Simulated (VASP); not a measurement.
Here is the system:

```
CELL_PARAMETERS angstrom
      1.38210    -2.39387     0.00000
      1.38210     2.39387     0.00000
      0.00000     0.00000     4.36560
ATOMIC_POSITIONS crystal
  Ru 0.33333 0.66667 0.25000
  Ru 0.66667 0.33333 0.75000
```

The numbers are results of PBE GGA, VASP's PBE PAW potentials (set 64) (plane waves; VASP 6.6.1), not measurements. Numerical set-up: 400 eV cut-off, 12×12×7 Γ-centred mesh, first-order Methfessel-Paxton smearing of 0.10 eV, potentials Ru_pv.

Q: Give the stress tensor in GPa (positive for a compressed cell).

A: 
```
-14.46    0.00    0.00
  0.00  -14.46    0.00
  0.00    0.00  -14.55
```
The pressure is its mean diagonal, -14.49 GPa.

The compound is Ru in the hcp structure. The cell was not relaxed at this level. The run is one of a series of settings (KPOINTS 12×12×7 Γ-centred mesh against the base run), some of them coarse on purpose.
